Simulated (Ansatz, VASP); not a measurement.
# SiO2: VASP beside Ansatz, part 3 of 3

One calculation is typed for both programs; each brings its own data sets. How far apart do they land? The cell is taken from a series of runs on this material, whose earlier steps may have relaxed, scaled, displaced or heated it; both programs get it as it stands.

VASP 6.6.1 and Ansatz 0.2.0.

So far: The structure; VASP: zone-centre phonons, PBE.

## (3) Ansatz: zone-centre phonons, PBE

Level of this step: Ansatz beside VASP: Kohn-Sham DFT, plane waves, PBE (Ansatz).

Ansatz runs on its PAW soft_1 files.

The same cell, functional and mesh now go to Ansatz.

input.yaml

```yaml
crystal:
  lattice:
    - [5.0215495491, 0.0, 0.0]
    - [-2.5107747746, 4.3487894759, 0.0]
    - [0.0, 0.0, 5.5103302823]
  atoms:
    - { symbol: Si, position: [0.4766166457, 0.0, 0.6666666667] }
    - { symbol: Si, position: [0.0, 0.4766166457, 0.3333333333] }
    - { symbol: Si, position: [0.5233833543, 0.5233833543, 0.0] }
    - { symbol: O, position: [0.4144663934, 0.2556065856, 0.7946851992] }
    - { symbol: O, position: [0.7443934144, 0.1588598078, 0.4613518658] }
    - { symbol: O, position: [0.8411401922, 0.5855336066, 0.1280185325] }
    - { symbol: O, position: [0.2556065856, 0.4144663934, 0.2053148008] }
    - { symbol: O, position: [0.1588598078, 0.7443934144, 0.5386481342] }
    - { symbol: O, position: [0.5855336066, 0.8411401922, 0.8719814675] }
kpoints:
  mp_grid: { grid: [6, 6, 4] }
hamiltonian:
  xc: pbe
  pseudopotentials: { kind: paw, azcp: { folder: soft_1 } }
scf:
  occupations: { method: fixed }
output:
  eigenvalues: true
phonons:
  method: dfpt
  dielectric: true
  rigid_motions: translations
basis:
  ecutwfc: 340
```

Started as:

```bash
ansatz run input.yaml --threads 8 --pin off --max-ram 15360MiB --backend cpu --events-out ev --progress --plain --runs-dir out
```

Numbers of over 12 decimals in the logs are rounded to 6 here.

What it wrote:

```text
Warning: basis.ecutwfc = 340 eV is below the records' recommended 420 eV, and the density's cutoff is lower with it unless basis.ecutrho_ratio is high enough to keep the records' density cutoff: compare with a run at a higher cutoff
Engine: ansatz 0.2.0, aarch64-unknown-linux-gnu
Pseudopotentials: kind: paw
Pseudopotential: Si, paw, valence charge 4, recommended cutoff 420 eV (normal), soft_1/Si.paw.azcp
Pseudopotential: O, paw, valence charge 6, recommended cutoff 420 eV (normal), soft_1/O.paw.azcp
Functional definition: PBE
  parameter kappa = 0.804
  parameter beta = 0.066725
  exchange = pbe_x(kappa = kappa, mu = beta*pi^2/3)
  correlation = pbe_c(beta = beta)
Crystal: 9 atoms, lattice volume = 120.333 Å³
Basis set: ecut = 340 eV, 1715 PW (Γ), exchange–correlation on 64×64×72 points (8 copies of the dense FFT grid, shifted against one another)
Bands: 33, of which v1, the nominal top of the filled ones, is band 24 counted from 1 (23 counted from 0)
Symmetry: 6 space group operations
k-points: 76 of 144 (irreducible under 1 space group operation, time reversal used)
Non-local potential: Si, projectors of the file, l = 0: 2, l = 1: 2, l = 2: 1
Non-local potential: O, projectors of the file, l = 0: 2, l = 1: 2, l = 2: 1
PAW form: soft (Blöchl's): semilocal exchange-correlation on the pseudo side does not see the compensation charge
PAW one-centre angular grid: Si, 110 points (default); XC on 64 Gauss nodes
PAW one-centre angular grid: O, 110 points (default); XC on 64 Gauss nodes
Initial density: superposition of atomic densities (chi_scale 0.1, normalization cell, long waves kept (reshape's long-wave potential 0.02 eV rms))
Initial wavefunctions: pseudopotential atomic-orbital guess
Functional: x = pbe(κ = 0.804, μ = 0.219515), c = pbe(β = 0.066725)
SCF iter   1: F=—  HF=-5326.589022 eV  |F-HF|=—  |Δ(HF+E_count)|=         —  Δρ=1.26e-1  dr2=1.75e1  ethr=3.10e-3  ⟨swp⟩=5.0  Hψ=10614  notcnv=0  defer=480
preconditioner: auto → Resta (q_TF=auto, 2.341 Å⁻¹)  ε∞=2.7  [insulator: Δε(μ)=7.055 eV  Ē_g=17.851 eV  n_scr=22 (ndim 8)  ℏωp=23.5 eV  f_vac=0.012  ε∞_Penn≈2.7]
SCF iter   2: F=—  HF=-5321.799580 eV  |F-HF|=—  |Δ(HF+E_count)|=    4.79e0  Δρ=4.32e-2  dr2=9.18e-1  ethr=3.10e-3  ⟨swp⟩=3.8  Hψ=6741  notcnv=0  defer=444
SCF iter   3: F=—  HF=-5321.731207 eV  |F-HF|=—  |Δ(HF+E_count)|=   6.84e-2  Δρ=2.14e-2  dr2=3.01e-1  ethr=1.91e-3  ⟨swp⟩=2.0  Hψ=2533  notcnv=0  defer=525
SCF iter   4: F=—  HF=-5321.741538 eV  |F-HF|=—  |Δ(HF+E_count)|=   1.03e-2  Δρ=1.48e-3  dr2=2.18e-3  ethr=6.27e-4  ⟨swp⟩=3.0  Hψ=4176  notcnv=0  defer=524
SCF iter   5: F=—  HF=-5321.746085 eV  |F-HF|=—  |Δ(HF+E_count)|=   4.55e-3  Δρ=2.75e-4  dr2=1.17e-4  ethr=4.55e-6  ⟨swp⟩=3.0  Hψ=4338  notcnv=0  defer=530
SCF iter   6: F=—  HF=-5321.746257 eV  |F-HF|=—  |Δ(HF+E_count)|=   1.71e-4  Δρ=6.09e-5  dr2=5.99e-6  ethr=2.43e-7  ⟨swp⟩=2.0  Hψ=3913  notcnv=0  defer=530
SCF iter   7: F=—  HF=-5321.746272 eV  |F-HF|=—  |Δ(HF+E_count)|=   1.50e-5  Δρ=1.11e-5  dr2=1.32e-7  ethr=1.25e-8  ⟨swp⟩=2.0  Hψ=4109  notcnv=0  defer=515
SCF iter   8: F=—  HF=-5321.746273 eV  |F-HF|=—  |Δ(HF+E_count)|=   1.10e-6  Δρ=1.96e-6  dr2=4.90e-9  ethr=2.75e-10  ⟨swp⟩=2.1  Hψ=4201  notcnv=0  defer=221
SCF iter   9: F=-5321.746273 eV  HF=-5321.746273 eV  |F-HF|=1.17e-10  |Δ(HF+E_count)|=   9.22e-9  Δρ=2.72e-7  dr2=8.14e-11  ethr=1.00e-12  ⟨swp⟩=17.0  Hψ=21488  notcnv=0
SCF 1 converged in 9 iterations: F = -5321.746273 eV  dr2 = 8.14e-11
  greatest PAW one-centre occupation: 0.860 electrons in one spin orbital (limit 2), on the O atom at site 8 (counted from 0), in its partial waves of l = 0
DFPT response loops at Γ: preconditioner auto → none (the input reference at scf.mixing.eps_inf says where Resta's filter doesn't serve); β = 0.50; Broyden in place of MSR1
SCF converged after 9 iterations
Free energy (F): -5321.746273 eV
Harris-Foulkes:  -5321.746273 eV  (|F-HF|=1.17e-10)
Internal energy: -5321.746273 eV  (E = F + TS)
E sigma→0 (E₀):  -5321.746273 eV
Fermi energy:    1.960029 eV
--- Per-component energies (eV) ---
  E_band       = -230.580326
  E_kinetic    = 1169.951528
  E_local      = -3034.099931  (includes V_loc(G=0)·N_el)
  E_nonlocal   = 373.137199
  E_hartree    = 1114.817266
  E_xc         = -603.692537
  E_vxc        = -697.762297  (∫ρ·V_xc dr)
  E_paw        = -2515.994474  (= ΣΔE_a)
  E_vpaw       = -271.450444  (= ΣTr[D̂ρ^β])
  E_aug_tail   = 0.008986  (compensation charges beyond the density's cutoff)
  E_ewald      = -1825.874310
  E_smearing   = -0.000000  (= −TS)
  E_closure    = -0.000000  (closes the sum)
  Σ components = -5321.746273   (vs F -5321.746273, Δ=0.00e0)
--- Band table (eV; the first three rows and the last of 76) ---
  k-point 0: bands = [... 20 lower, 1.0156, 1.4625, 1.6326, 1.6326, 7.6246, 11.0468, 11.0468, 11.3027, ... 5 higher]
  k-point 1: bands = [... 20 lower, 0.9682, 1.5848, 1.6971, 1.8890, 8.2034, 10.7702, 10.9372, 10.9651, ... 5 higher]
  k-point 2: bands = [... 20 lower, 0.8324, 1.8349, 1.8349, 1.8424, 9.5234, 9.5234, 10.7550, 11.5367, ... 5 higher]
  k-point 75: bands = [... 20 lower, 1.1185, 1.1993, 1.3660, 1.7532, 10.3422, 10.9055, 11.3629, 11.5377, ... 5 higher]
--- Phonons (Γ-DFPT): 6 representative perturbations + reference, on 76 of 144 k-points (Σ response iterations 23) ---
  k mesh reduced under 1 symmetry operation, with k and −k counted as one. Each operation leaves every solved perturbation unchanged. A smaller set is not considered because the run solves the response to a homogeneous field
  ASR residual: 1.204e-4 → 0.000e0 eV/Å²; symmetrization residual: 6.065e-5 eV/Å²
  ASR residual per site (eV/Å²): 9.30e-5 9.30e-5 9.30e-5 1.11e-4 9.89e-5 1.20e-4 1.20e-4 1.11e-4 9.89e-5
  Γ frequencies (cm⁻¹): 0.00 0.00 0.00 115.34 115.34 161.86 244.81 244.81 337.41 347.03 370.62 370.62 411.56 411.56 428.43 450.48 659.99 659.99 747.14 758.91 758.91 1028.49 1028.49 1034.12 1046.21 1129.35 1129.35
  ε∞ (high-frequency dielectric tensor):
        2.426833     0.000000    -0.000000
        0.000000     2.426833    -0.000000
        0.000000     0.000000     2.455618
  ε⁰ (static dielectric tensor: ions relaxed, cell fixed):
        4.573558     0.000000     0.000000
        0.000000     4.573558     0.000000
        0.000000     0.000000     4.804578
  ε⁰ − ε∞ (ionic part):
        2.146725     0.000000     0.000000
        0.000000     2.146725     0.000000
        0.000000     0.000000     2.348960
  softest optical mode at Γ: 115.34 cm⁻¹; the repairs (sum rule, projections) moved no ω² at Γ by more than (5.53 cm⁻¹)²
  Born effective charges Z* (e; rows j = field, columns β = displacement):
    site 0:
         3.01316   -0.00000    0.00000
        -0.00000    3.71856   -0.27161
        -0.00000    0.23242    3.47501
    site 1:
         3.54221    0.30545    0.23522
         0.30545    3.18951    0.13580
        -0.20129   -0.11621    3.47501
    site 2:
         3.54221   -0.30545   -0.23522
        -0.30545    3.18951    0.13580
         0.20129   -0.11621    3.47501
    site 3:
        -1.32146    0.55748    0.38630
         0.51152   -2.04440   -0.77321
         0.33670   -0.80718   -1.73751
    site 4:
        -1.40077   -0.55731    0.47647
        -0.60327   -1.96509    0.72115
         0.53069    0.69518   -1.73751
    site 5:
[...]
site 6:
[...]
site 7:
[...]
site 8:
[...]
Z* charge neutrality: 1.588e-5 e pre-enforcement
  k-mesh period / interband length: 22.0 Å / 0.97 Å = 22.83 at k = (0.0000, 0.0000, 0.0000), direct gap 5.992 eV — 14 or more, which is no proof of convergence
  optical modes at Γ without the LO–TO term, one row a degenerate level:
      ω (cm⁻¹)  modes    IR ((D/Å)²/amu)
[...]
optical modes at Γ + LO–TO along q̂ = [1.0000, 0.0000, 0.0000]:
      ω (cm⁻¹)  modes    IR ((D/Å)²/amu)
[...]
optical modes at Γ + LO–TO along q̂ = [0.0000, 1.0000, 0.0000]:
      ω (cm⁻¹)  modes    IR ((D/Å)²/amu)
[...]
optical modes at Γ + LO–TO along q̂ = [0.0000, 0.0000, 1.0000]:
      ω (cm⁻¹)  modes    IR ((D/Å)²/amu)
[...]
508.03      1             5.6693
        659.99      2             0.6908
        753.82      1             0.9694
        758.91      2             6.8604
       1028.49      2            88.3635
       1046.21      1             0.0000
       1129.35      2             0.6291
       1200.71      1            55.2134
```

In the SCF lines HF is the Harris–Foulkes energy and dr2 the Hartree energy of the density residual, in eV; the loop may stop once dr2 is under the threshold and the program's other checks hold. Hψ counts applications of the Hamiltonian.

## (4) Comparison

Known differences besides the potentials themselves: fixed occupations in Ansatz, narrow Gaussian smearing in VASP; the cutoff is 340 eV in Ansatz and 600 eV in VASP; Ansatz's log warns that its cutoff lies below the recommended one. Total energies have different zeros and are not compared.

Both answers:

| quantity | Ansatz | VASP | difference |
| --- | --- | --- | --- |
| ε∞ xx | 2.43 | 2.41 | +0.51 % |
| ε∞ yy | 2.43 | 2.41 | +0.51 % |
| ε∞ zz | 2.46 | 2.44 | +0.52 % |
| Born charge of Si1 (mean of the diagonal) (e) | 3.40 | 3.37 | +0.03 |
| Born charge of O4 (mean of the diagonal) (e) | -1.70 | -1.69 | -0.01 |
| optical mode 1 to 2 (cm⁻¹) | 115.3 | 116.2 | -0.78 % |
| optical mode 3 (cm⁻¹) | 161.9 | 161.5 | +0.22 % |
| optical mode 4 to 5 (cm⁻¹) | 244.8 | 247.3 | -1.00 % |
| optical mode 6 (cm⁻¹) | 337.4 | 340.6 | -0.93 % |
| optical mode 7 (cm⁻¹) | 347.0 | 351.8 | -1.35 % |
| optical mode 8 to 9 (cm⁻¹) | 370.6 | 374.2 | -0.96 % |
| optical mode 10 to 11 (cm⁻¹) | 411.6 | 416.3 | -1.14 % |
| optical mode 12 (cm⁻¹) | 428.4 | 431.8 | -0.79 % |
| optical mode 13 (cm⁻¹) | 450.5 | 454.4 | -0.85 % |
| optical mode 14 to 15 (cm⁻¹) | 660.0 | 661.8 | -0.27 % |
| optical mode 16 (cm⁻¹) | 747.1 | 749.3 | -0.29 % |
| optical mode 17 to 18 (cm⁻¹) | 758.9 | 758.8 | +0.02 % |
| optical mode 19 to 20 (cm⁻¹) | 1028.5 | 1038.8 | -1.00 % |
| optical mode 21 (cm⁻¹) | 1034.1 | 1044.5 | -0.99 % |
| optical mode 22 (cm⁻¹) | 1046.2 | 1056.4 | -0.97 % |
| optical mode 23 to 24 (cm⁻¹) | 1129.3 | 1134.7 | -0.47 % |

Modes are paired by rising frequency, not by their patterns, so a pair may set unlike modes beside each other; they are those without the splitting of longitudinal modes.

## (5) What came out

```
r.m.s. difference of the optical zone-centre modes, each program's sorted by frequency (zone-centre phonons, PBE) : 5.2 cm⁻¹
difference in optical mode 7 (zone-centre phonons, PBE)                                                           : -1.4 %
```

**Reading.** The r.m.s. difference of the optical zone-centre modes, each program's sorted by frequency is 5.2 cm⁻¹ (zone-centre phonons, PBE). Among the rows given in per cent, the largest difference of the zone-centre phonons, PBE pair is in optical mode 7, -1.4 %. How closely two codes agree says nothing of how well the functional describes the real material.

[Lines on the potential files, build, host, timing and source positions are cut from VASP's logs without a mark.]

[Logs are printed without paths, hosts, clocks, repeated set-up lines and the standing remarks that a program may print on its own settings, such as how far it seeks lower states.]

[Hosts, paths, dates, database ids (printed as entryN), source tags and the programs' standing remarks are cut or masked in the printed files.]
